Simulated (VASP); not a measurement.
Input:

```xyz
2
Lattice="0.0000 2.1969 2.1969 2.1969 0.0000 2.1969 2.1969 2.1969 0.0000" Properties=species:S:1:pos:R:3 pbc="T T T"
Si     0.0000     0.0000     0.0000
C      1.0984     1.0984     1.0984
```

These are revPBE GGA, VASP's PBE PAW potentials (set 64) (plane waves; VASP 6.6.1) values and carry that method's errors. Run with 520 eV cut-off, 12×12×12 Γ-centred mesh, tetrahedra with Blöchl corrections, potentials Si C.

**Question.** Predict the energy per atom (σ→0), band gap (on the k-mesh) with the smallest direct gap where there is one.

**Answer.** 
* **band gap (on the k-mesh)**: 1.38 eV
* **smallest direct gap (on the k-mesh)**: 4.51 eV
* **energy per atom (σ→0)**: -7.226 eV/atom

Only differences to runs with the same potentials and settings are physical.

The compound is SiC in the zinc blende structure. It was relaxed first.
